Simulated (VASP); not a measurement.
Level of theory: PBE GGA, VASP's PBE PAW potentials (set 64) (plane waves; VASP).

VASP input:

File POSCAR:
```
Co
1.0
  1.2465869877  -2.1591522303   0.0000000000
  1.2465869877   2.1591522303   0.0000000000
  0.0000000000   0.0000000000   4.0245268917
Co
2
Direct
  0.3333330000   0.6666670000   0.2500000000
  0.6666670000   0.3333330000   0.7500000000
```

**INCAR**
```
# general
SYSTEM =Co
PREC   =Accurate
ENCUT  =500
LREAL  =.FALSE.
LASPH  =.TRUE.

# electronic loop
EDIFF  =1E-6
NELM   =100
ALGO   =Normal
LMAXMIX=4

# smearing
ISMEAR =1
SIGMA  =0.1

# functional
GGA    =PE

# spin
ISPIN  =2
MAGMOM =2*1.6

# ions
IBRION =2
NSW    =40
ISIF   =3
EDIFFG =-0.02

# output
LWAVE  =.FALSE.
LCHARG =.FALSE.
LORBIT =10
```

**KPOINTS**
```
kpoints
0
G
17 17 9
```

POTCAR, in this order: Co (PBE.64 set). Program: vasp_std.

Task: What will the output report for the number of irreducible k-points (NKPTS), largest plane-wave count, number of space-group operations, FFT grid (NGX, NGY, NGZ)?

Result: 
| Property | Result |
|---|---|
| number of irreducible k-points (NKPTS) | 165 |
| largest plane-wave count | 568 |
| number of space-group operations | 24 |
| FFT grid (NGX, NGY, NGZ) | 18 × 18 × 30 |

The compound is Co in the hcp structure. It was relaxed first.
